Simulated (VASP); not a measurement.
Here is the system:

```xyz
4
Lattice="1.2752 -2.2087 0.0000 1.2752 2.2087 0.0000 0.0000 0.0000 4.2185" Properties=species:S:1:pos:R:3 pbc="T T T"
B      1.2752    -0.7362     2.1106
B      1.2752     0.7362     0.0014
N      1.2752    -0.7362     3.6898
N      1.2752     0.7362     1.5805
```

All values below come from revTPSS meta-GGA, VASP's PBE PAW potentials (set 64) (plane waves; VASP). Settings: 520 eV cut-off, 11×11×6 Γ-centred mesh, tetrahedra with Blöchl corrections, potentials B N.

Task: Tabulate the total density of states (states/eV per cell) against energy (eV; zero at the valence-band maximum or, without a gap, the Fermi level).

Result: 
(E (eV), DOS (states/eV)): (-9.93, 0.61); (-9.45, 1.20); (-8.97, 1.53); (-8.49, 0.90); (-8.01, 1.12); (-7.53, 0.87); (-7.05, 0.93); (-6.57, 1.02); (-6.09, 1.14); (-5.61, 1.28); (-5.25, 1.30); (-4.77, 1.43); (-4.29, 1.76); (-3.81, 1.61); (-3.33, 2.29); (-2.85, 1.92); (-2.37, 1.51); (-1.89, 0.98); (-1.41, 0.70); (-0.93, 0.44); (-0.45, 0.19); (0.03, 0.00); (0.51, 0.00); (0.99, 0.00); (1.47, 0.00); (1.95, 0.00); (2.43, 0.00); (2.91, 0.00); (3.39, 0.00); (3.87, 0.00); (4.23, 0.00); (4.71, 0.00); (5.19, 0.00); (5.67, 0.06); (6.15, 0.11); (6.63, 0.45); (7.11, 1.29); (7.59, 1.19); (8.07, 1.56); (8.55, 1.03)
Within 2 eV below the valence-band maximum the largest weight inside VASP's projection spheres is N p, then B p.

The compound is BN in the wurtzite structure, a metastable high-pressure form. It was relaxed first.
